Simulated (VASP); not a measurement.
All values below come from r2SCAN meta-GGA, VASP's PBE PAW potentials (set 64) (plane waves; VASP).

VASP input:

**POSCAR**
```
K(110) slab
1
    4.6183849624     0.0000000000     0.0000000000
   -1.5394619908     4.3542552789     0.0000000000
    0.0000000000     0.0000000000    26.4628335371
K
3
Direct
  0.5000000000   0.5000000000   0.3575020000
  0.0000000000   0.0000000000   0.5000000000
  0.5000000000   0.5000000000   0.6424980000
```

**INCAR**
```
# general
SYSTEM  = K(110) slab
PREC    = Normal
ENCUT   = 400
LREAL   = .FALSE.   # projection in real space or not
LASPH   = .TRUE.

# electronic loop
EDIFF   = 1E-6   # SCF stop (eV)
NELM    = 100   # most electronic steps
NELMIN  = 4
ALGO    = Normal
LMIXTAU = .TRUE.

# smearing
ISMEAR  = 1
SIGMA   = 0.1   # width (eV)

# functional
METAGGA = R2SCAN

# output
LWAVE   = .FALSE.
LCHARG  = .FALSE.
LORBIT  = 11   # lm-projected
LVHAR   = .TRUE.

# other
LDIPOL  = .TRUE.
IDIPOL  = 3
DIPOL   = 0.5 0.5 0.5
```

File KPOINTS:
```
Regular mesh
0
G
 7 7 1
0 0 0
```

POTCAR, in this order: K_sv (PBE.64 set). Program: vasp_std. Read from the step before: WAVECAR.

Output of the run:

OSZICAR:
```
       N       E                     dE             d eps       ncg     rms          rms(c)
DAV:   1    -0.177337866092E+02   -0.17734E+02   -0.21337E-01   560   0.445E+00    0.115E-01
DAV:   2    -0.177342331883E+02   -0.44658E-03   -0.83314E-03   623   0.712E-01    0.684E-02
DAV:   3    -0.177349647811E+02   -0.73159E-03   -0.38105E-03   599   0.581E-01    0.513E-02
DAV:   4    -0.177334303168E+02    0.15345E-02   -0.28857E-03   563   0.435E-01    0.336E-02
DAV:   5    -0.177333208534E+02    0.10946E-03   -0.13736E-03   574   0.321E-01    0.242E-02
DAV:   6    -0.177325845915E+02    0.73626E-03   -0.30798E-04   569   0.155E-01    0.104E-02
DAV:   7    -0.177330230774E+02   -0.43849E-03   -0.25357E-04   545   0.157E-01    0.613E-03
DAV:   8    -0.177331389684E+02   -0.11589E-03   -0.11325E-04   548   0.939E-02    0.401E-03
DAV:   9    -0.177330949048E+02    0.44064E-04   -0.23618E-05   596   0.447E-02    0.326E-03
DAV:  10    -0.177331658168E+02   -0.70912E-04   -0.18998E-05   544   0.439E-02    0.219E-03
DAV:  11    -0.177335012163E+02   -0.33540E-03   -0.19190E-04   544   0.125E-01    0.269E-03
DAV:  12    -0.177335468468E+02   -0.45630E-04   -0.54990E-06   535   0.151E-02    0.310E-03
DAV:  13    -0.177335447561E+02    0.20907E-05   -0.43812E-07   556   0.392E-03    0.307E-03
DAV:  14    -0.177335487032E+02   -0.39471E-05   -0.28611E-07   399   0.553E-03    0.316E-03
DAV:  15    -0.177336121075E+02   -0.63404E-04   -0.63936E-06   480   0.231E-02    0.278E-03
DAV:  16    -0.177336457389E+02   -0.33631E-04   -0.86853E-07   494   0.723E-03    0.284E-03
DAV:  17    -0.177337082337E+02   -0.62495E-04   -0.63127E-06   424   0.234E-02    0.267E-03
DAV:  18    -0.177336567822E+02    0.51451E-04   -0.20372E-06   416   0.103E-02    0.286E-03
DAV:  19    -0.177336842427E+02   -0.27460E-04   -0.13864E-06   416   0.104E-02    0.266E-03
DAV:  20    -0.177339766126E+02   -0.29237E-03   -0.92075E-05   565   0.781E-02    0.255E-03
DAV:  21    -0.177339829958E+02   -0.63833E-05   -0.18212E-06   560   0.757E-03    0.302E-03
DAV:  22    -0.177339877712E+02   -0.47753E-05   -0.37309E-07   418   0.480E-03    0.293E-03
DAV:  23    -0.177340259603E+02   -0.38189E-04   -0.89615E-06   544   0.343E-02    0.294E-03
DAV:  24    -0.177340463095E+02   -0.20349E-04   -0.14965E-06   420   0.113E-02    0.508E-03
DAV:  25    -0.177341273351E+02   -0.81026E-04   -0.48650E-06   471   0.142E-02    0.794E-03
DAV:  26    -0.177342442242E+02   -0.11689E-03   -0.20051E-05   593   0.362E-02    0.707E-03
DAV:  27    -0.177342972334E+02   -0.53009E-04   -0.54956E-06   483   0.169E-02    0.501E-03
DAV:  28    -0.177343174700E+02   -0.20237E-04   -0.14168E-06   524   0.103E-02    0.495E-03
DAV:  29    -0.177343564986E+02   -0.39029E-04   -0.31612E-06   437   0.133E-02    0.385E-03
DAV:  30    -0.177344040775E+02   -0.47579E-04   -0.48855E-06   480   0.158E-02    0.282E-03
DAV:  31    -0.177344362076E+02   -0.32130E-04   -0.27989E-06   460   0.112E-02    0.211E-03
DAV:  32    -0.177344532749E+02   -0.17067E-04   -0.13315E-06   492   0.722E-03    0.194E-03
DAV:  33    -0.177344632984E+02   -0.10024E-04   -0.97566E-07   438   0.832E-03    0.150E-03
DAV:  34    -0.177344693402E+02   -0.60418E-05   -0.46623E-07   420   0.586E-03    0.131E-03
DAV:  35    -0.177344751713E+02   -0.58311E-05   -0.40870E-07   434   0.450E-03    0.117E-03
DAV:  36    -0.177344758268E+02   -0.65552E-06   -0.15656E-07   400   0.304E-03
   1 F= -.17734476E+02 E0= -.17734450E+02  d E =-.777104E-04
```

File OUTCAR:
```
------------------------ aborting loop because EDIFF is reached ----------------------------------------
  FORCE on cell =-STRESS in cart. coord.  units (eV):
  Direction    XX          YY          ZZ          XY          YZ          ZX
  --------------------------------------------------------------------------------------
  Total       -0.1015959     -0.1216559     -0.0948594     -0.0283690      0.0000000      0.0000000
  in kB       -0.3058768     -0.3662717     -0.2855950     -0.0854112      0.0000000      0.0000000
  external PRESSURE =      -0.3192478 kB  Pullay stress =       0.0000000 kB
  volume of cell :      532.16
      direct lattice vectors                 reciprocal lattice vectors
     4.618384962  0.000000000  0.000000000     0.216525909  0.076553483  0.000000000
    -1.539461991  4.354255279  0.000000000     0.000000000  0.229660398  0.000000000
     0.000000000  0.000000000 26.462833537     0.000000000  0.000000000  0.037788848
 POSITION                                       TOTAL-FORCE (eV/Angst)
 -----------------------------------------------------------------------------------
      1.53946      2.17713      9.46052         0.000000      0.000000      0.010906
      0.00000      0.00000     13.23142        -0.000000      0.000000      0.000000
      1.53946      2.17713     17.00232        -0.000000      0.000000     -0.010906
 -----------------------------------------------------------------------------------
    total drift:                                0.000000      0.000000      0.000000
  FREE ENERGIE OF THE ION-ELECTRON SYSTEM (eV)
  ---------------------------------------------------
  free  energy   TOTEN  =       -17.7344758268 eV

  energy  without entropy=      -17.7343981164  energy(sigma->0) =      -17.73444992

 total charge

# of ion       s       p       d       tot
------------------------------------------
    1        1.978   5.656   0.003   7.638
    2        1.976   5.659   0.005   7.640
    3        1.978   5.656   0.003   7.638
--------------------------------------------------
tot          5.932  16.972   0.012  22.915
```
(Selected blocks of OUTCAR.)

The cell is a thin slab with vacuum, built from K (bcc): (110) face.
